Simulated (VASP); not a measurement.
Data:

```xyz
2
Lattice="0.0000 3.1906 3.1906 3.1906 0.0000 3.1906 3.1906 3.1906 0.0000" Properties=species:S:1:pos:R:3 pbc="T T T"
Te     3.1906     3.1906     3.1906
Pb     0.0000     0.0000     0.0000
```

These are rev-vdW-DF2, VASP's PBE PAW potentials (set 64) (plane waves; VASP) values and carry that method's errors. Run with 520 eV cut-off, 7×7×7 Γ-centred mesh, Gaussian smearing of 0.050 eV, potentials Te Pb_d.

Question: Give the stress tensor in GPa (positive for a compressed cell).

Answer: 
```
2.96  0.00  0.00
0.00  2.96  0.00
0.00  0.00  2.96
```
The pressure is its mean diagonal, 2.96 GPa.

The compound is PbTe in the rock salt structure. This cell is one point of a volume scan, at 0.94 of the reference volume.
